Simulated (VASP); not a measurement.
An input for Ansatz (written as the equivalent of a VASP run, and not itself run):

Ansatz 0.2 input:
```yaml
crystal:
  lattice:
    - [5.4459470, 0.0000000, 0.0000000]
    - [0.0000000, 5.4459470, 0.0000000]
    - [0.0000000, 0.0000000, 5.4459470]
  atoms:
    - { symbol: C, position: [0.0000000, 0.0000000, 0.0000000] }
    - { symbol: C, position: [0.5000000, 0.0000000, 0.5000000] }
    - { symbol: C, position: [0.5000000, 0.5000000, 0.0000000] }
    - { symbol: C, position: [0.0000000, 0.5000000, 0.5000000] }
    - { symbol: O, position: [0.1225400, 0.1225400, 0.1225400] }
    - { symbol: O, position: [0.8774600, 0.8774600, 0.8774600] }
    - { symbol: O, position: [0.3774600, 0.8774600, 0.6225400] }
    - { symbol: O, position: [0.6225400, 0.1225400, 0.3774600] }
    - { symbol: O, position: [0.6225400, 0.3774600, 0.8774600] }
    - { symbol: O, position: [0.3774600, 0.6225400, 0.1225400] }
    - { symbol: O, position: [0.8774600, 0.6225400, 0.3774600] }
    - { symbol: O, position: [0.1225400, 0.3774600, 0.6225400] }
kpoints:
  mp_grid: { grid: [5, 5, 5] }
hamiltonian:
  xc: pbe
  pseudopotentials: { kind: paw }
scf:
  occupations: { method: gaussian, width: 0.02 }
  max_iter: 100
output: { forces: true, stress: true, eigenvalues: true }
```

Question: Write the VASP files for the same calculation (PBE).

Answer: One answer among several that fit: 
### INCAR
```
# general
SYSTEM = CO2
PREC   = Accurate
ENCUT  = 400
LREAL  = .FALSE.
LASPH  = .TRUE.   # aspherical one-centre terms

# electronic loop
EDIFF  = 1E-6
NELM   = 100
ALGO   = Normal   # blocked Davidson

# smearing
ISMEAR = 0
SIGMA  = 0.02   # width (eV)

# functional
GGA    = PE   # PBE

# ions
ISIF   = 2

# output
LWAVE  = .FALSE.
LCHARG = .FALSE.
```

File POSCAR:
```
CO2
1
    5.4459470000     0.0000000000     0.0000000000
    0.0000000000     5.4459470000     0.0000000000
    0.0000000000     0.0000000000     5.4459470000
C O
4 8
Direct
  0.0000000000   0.0000000000   0.0000000000
  0.5000000000   0.0000000000   0.5000000000
  0.5000000000   0.5000000000   0.0000000000
  0.0000000000   0.5000000000   0.5000000000
  0.1225400000   0.1225400000   0.1225400000
  0.8774600000   0.8774600000   0.8774600000
  0.3774600000   0.8774600000   0.6225400000
  0.6225400000   0.1225400000   0.3774600000
  0.6225400000   0.3774600000   0.8774600000
  0.3774600000   0.6225400000   0.1225400000
  0.8774600000   0.6225400000   0.3774600000
  0.1225400000   0.3774600000   0.6225400000
```

File KPOINTS:
```
Regular mesh
0
gamma
 5 5 5
0 0 0
```

POTCAR, in this order: C O (PBE.64 set). Program: vasp_std.

What does not carry over: each code has its own PAW files, so the cut-off isn't converted (ENCUT is set for VASP's; basis.ecutwfc is left out, and Ansatz then takes the one that its files recommend); Ansatz stops its SCF on the density residual and VASP on the energy change (EDIFF).

The structure comes from a computed database's CO2 entry; how it stands against other phases isn't given here. The cell was not relaxed at this level.
